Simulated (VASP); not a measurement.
OSZICAR of a VASP run on CdBr2 (space group P6_3mc):

OSZICAR:
```
       N       E                     dE             d eps       ncg     rms          rms(c)
DAV:   1     0.254561225293E+03    0.25456E+03   -0.21110E+04  1736   0.123E+03
DAV:   2    -0.854509120073E+02   -0.34001E+03   -0.33328E+03  2104   0.314E+02
DAV:   3    -0.112703000542E+03   -0.27252E+02   -0.27135E+02  2010   0.887E+01
DAV:   4    -0.113041445792E+03   -0.33845E+00   -0.33792E+00  1912   0.102E+01
DAV:   5    -0.113046148517E+03   -0.47027E-02   -0.47019E-02  1976   0.108E+00    0.960E+00
DAV:   6    -0.969822161068E+02    0.16064E+02   -0.65672E+00  2018   0.298E+01    0.112E+01
DAV:   7    -0.987556566186E+02   -0.17734E+01   -0.44371E-01  1928   0.450E+00    0.944E+00
DAV:   8    -0.101615786731E+03   -0.28601E+01   -0.10792E-01  1850   0.292E+00    0.475E+00
DAV:   9    -0.100361100423E+03    0.12547E+01   -0.86683E-01  1766   0.635E+00    0.204E+00
DAV:  10    -0.100104870998E+03    0.25623E+00   -0.12888E-01  1790   0.279E+00    0.172E+00
DAV:  11    -0.998949043129E+02    0.20997E+00   -0.19599E-02  1882   0.909E-01    0.123E+00
DAV:  12    -0.994866074331E+02    0.40830E+00   -0.37725E-01  1786   0.391E+00    0.569E-01
DAV:  13    -0.994357333041E+02    0.50874E-01   -0.25610E-02  1964   0.118E+00    0.466E-01
DAV:  14    -0.995203252350E+02   -0.84592E-01   -0.19751E-02  1814   0.975E-01    0.391E-01
DAV:  15    -0.996894555080E+02   -0.16913E+00   -0.83106E-02  1748   0.199E+00    0.226E-01
DAV:  16    -0.997091507217E+02   -0.19695E-01   -0.48573E-03  1840   0.515E-01    0.163E-01
DAV:  17    -0.997148329030E+02   -0.56822E-02   -0.14962E-03  1872   0.258E-01    0.165E-01
DAV:  18    -0.997138902676E+02    0.94264E-03   -0.75710E-04  1850   0.213E-01    0.128E-01
DAV:  19    -0.997150618605E+02   -0.11716E-02   -0.12055E-03  1820   0.218E-01    0.645E-02
DAV:  20    -0.997152292699E+02   -0.16741E-03   -0.15022E-04  1886   0.642E-02    0.579E-02
DAV:  21    -0.997152922096E+02   -0.62940E-04   -0.35130E-05  1660   0.365E-02    0.516E-02
DAV:  22    -0.997152926621E+02   -0.45248E-06   -0.70688E-05  1878   0.517E-02    0.230E-02
DAV:  23    -0.997153001008E+02   -0.74387E-05   -0.83006E-06  1868   0.219E-02    0.213E-02
DAV:  24    -0.997153073040E+02   -0.72032E-05   -0.39394E-05  1876   0.347E-02    0.143E-02
DAV:  25    -0.997153108645E+02   -0.35605E-05   -0.41552E-06  1632   0.134E-02    0.415E-03
DAV:  26    -0.997153128000E+02   -0.19355E-05   -0.12825E-06  1386   0.952E-03    0.392E-03
DAV:  27    -0.997153127087E+02    0.91268E-07   -0.51632E-07  1102   0.606E-03
   1 F= -.99715313E+02 E0= -.99715313E+02  d E =-.109025E-11  mag=    -0.0000     0.0000     0.0000
       N       E                     dE             ncg
       N       E                     dE             ncg
       N       E                     dE             ncg
       N       E                     dE             ncg
```

Problem. Which electronic solver shows in the log?

Solution. It is blocked Davidson (ALGO = Normal, or the opening steps of other solvers). The INCAR had ALGO = Normal.

Problem. How was spin treated?

Solution. With non-collinear spinors: mag has three components.

Problem. Can the final energy be trusted as converged?

Solution. The calculation finished and met its thresholds. It stopped with EDIFF = 1E-6, NELM = 100 (r2SCAN meta-GGA with spin-orbit coupling, plane waves, VASP's PBE PAW potentials (set 64)).

The structure comes from a computed database's CdBr2 entry (P6_3mc); how it stands against other phases isn't given here. It was relaxed first.
